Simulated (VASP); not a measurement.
Here is the system:

```yaml
crystal:
  lattice:
    - [-2.71230, 2.71230, 2.71230]
    - [2.71230, -2.71230, 2.71230]
    - [2.71230, 2.71230, -2.71230]
  atoms:
    - { symbol: K, position: [0.00000, 0.00000, 0.00000] }
```

Computed with RPBE GGA, VASP's PBE PAW potentials (set 64) (plane waves; VASP). Run with 520 eV cut-off, Gaussian smearing of 0.050 eV, potentials K_sv.

### Question
Give the energies of bands 5 to 7 at the high-symmetry points, in eV from the Fermi level.

### Answer

| band | Γ | H | N | P |
|---|---|---|---|---|
| 5 | -2.07 | 1.65 | 0.43 | 1.39 |
| 6 | 4.23 | 1.65 | 0.59 | 1.39 |
| 7 | 4.23 | 3.24 | 3.12 | 1.39 |

It has no gap at this level: it comes out as a metal or semimetal.

The compound is K in the bcc structure. It was relaxed first, which changed the volume by +8 %.
